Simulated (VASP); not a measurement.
The system is Al4Ag.

```
Al Ag
1.0
    -2.70720    2.70720    2.70720
     2.70720   -2.70720    2.70720
     2.70720    2.70720   -2.70720
Al Ag
4 1
Direct
  0.00000 0.00000 0.50000
  0.50000 0.00000 0.00000
  0.50000 0.50000 0.50000
  0.00000 0.50000 0.00000
  0.00000 0.00000 0.00000
```

The cell was built by a generator and needn't be a form met in nature.

```yaml
Program: VASP 6.6.1
Task: relaxation of cell and atoms
Functional: PBE
Potentials_or_basis: VASP PAW PBE potentials, release 64 (Al, Ag)
Cutoff: 600 eV
k_mesh: 7 × 7 × 7
Occupations: methfessel-paxton, width 0.2 eV
Spin: no spin polarisation
```

At the start: pressure 32.9 GPa; volume 15.87 Å³/atom.

Q: How do energy, volume and symmetry change on relaxing?

A: Over 5 steps the energy falls by 394.5 meV/atom and the volume is 20.85 Å³/atom (+31.4 %); space group Im-3m (No. 229, to 0.05 Å).

Step by step:
```
step  energy change (eV)  largest force (eV/Å)  pressure (GPa)  volume (Å³)
   1              0.0000                0.0000           32.92        79.36
   2             -1.5129                0.0000           -6.50       123.03
   3             -1.9726                0.0000            0.17       104.02
   4             -1.9726                0.0000           -0.17       104.56
   5             -1.9727                0.0000            0.03       104.24
```

Final structure:
```xyz
5
Lattice="-2.9648 2.9648 2.9648 2.9648 -2.9648 2.9648 2.9648 2.9648 -2.9648" Properties=species:S:1:pos:R:3 pbc="T T T"
Al    1.4824    1.4824   -1.4824
Al   -1.4824    1.4824    1.4824
Al    1.4824    1.4824    1.4824
Al    1.4824   -1.4824    1.4824
Ag    2.9648    2.9648   -2.9648
```

Caveat: the volume moved by over 15 % at a fixed basis, so the end points are rough.
